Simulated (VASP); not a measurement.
Here is the system:

```
CELL_PARAMETERS angstrom
      2.98701     0.00000     0.00000
      0.00000     2.98701     0.00000
      0.00000     0.00000     2.98701
ATOMIC_POSITIONS crystal
  Mg 0.00000 0.00000 0.00000
```

Level of theory: r2SCAN meta-GGA, VASP's PBE PAW potentials (set 64) (plane waves; VASP). Numerical set-up: 400 eV cut-off, 14×14×14 Γ-centred mesh, tetrahedra with Blöchl corrections, potentials Mg.

**Question.** Give the energies of bands 1 to 4 at the high-symmetry points, in eV from the Fermi level.

**Answer.** 
```tsv
band	Γ	X	M	R
1	-6.80	-2.41	1.39	5.03
2	8.78	-2.30	1.39	5.03
3	8.78	11.44	2.58	5.03
4	10.47	14.26	2.71	6.07
```

It has no gap at this level: it comes out as a metal or semimetal.

The structure was generated: Mg was put into the simple-cubic type (Pm-3m), which need not be its known phase. It was relaxed first.
